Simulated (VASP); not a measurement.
Here is the system:

```xyz
4
Lattice="3.3876 0.0000 0.0000 0.0000 3.3876 0.0000 0.0000 0.0000 3.3876" Properties=species:S:1:pos:R:3 pbc="T T T"
Al     0.0000     0.0000     0.0000
Ni     0.0000     1.6938     1.6938
Ni     1.6938     0.0000     1.6938
Ni     1.6938     1.6938     0.0000
```
Starting moments (μB, in the order of the record's atoms Al Ni Ni Ni): 0.0 0.2 0.2 0.2.

These are PBEsol GGA, VASP's PBE PAW potentials (set 64) (plane waves; VASP 6.6.1) values and carry that method's errors. Run with 500 eV cut-off, 9×9×9 Γ-centred mesh, first-order Methfessel-Paxton smearing of 0.10 eV, potentials Al Ni.

Energy and stress use the plane-wave basis of the starting cell.

Task: The ions, cell shape and volume at an external pressure of 45.0 GPa are relaxed. Which structure does the run end with?

Result: 
```xyz
4
Lattice="3.3406 0.0000 0.0000 0.0000 3.3406 0.0000 0.0000 0.0000 3.3406" Properties=species:S:1:pos:R:3 pbc="T T T"
Al     0.0000     0.0000     0.0000
Ni     0.0000     1.6703     1.6703
Ni     1.6703     0.0000     1.6703
Ni     1.6703     1.6703     0.0000
```
Space group Pm-3m (221), at a tolerance of 0.03 Å. The cell ends with 0.00 μB, on the sites 0.00 0.00 0.00 0.00 μB.

Task: How do energy and volume change from the first to the last step?

Result: The energy (σ→0) changes by +92.5 meV/atom and the volume by -4.1 %, in 4 ionic steps.

```
step  E(σ→0) (eV)  max force (eV/Å)  pressure (GPa)  volume (Å³)
----  -----------  ----------------  --------------  -----------
1        -23.8903             0.000           30.17        38.88
2        -22.2077             0.000           87.66        34.03
3        -23.5336             0.000           44.44        37.33
4        -23.5202             0.000           44.96        37.28
```

The compound is Ni3Al in the L1_2 structure. This run relaxes it under an external pressure of 45 GPa. Symmetry was kept, so distortions that lower it aren't found.
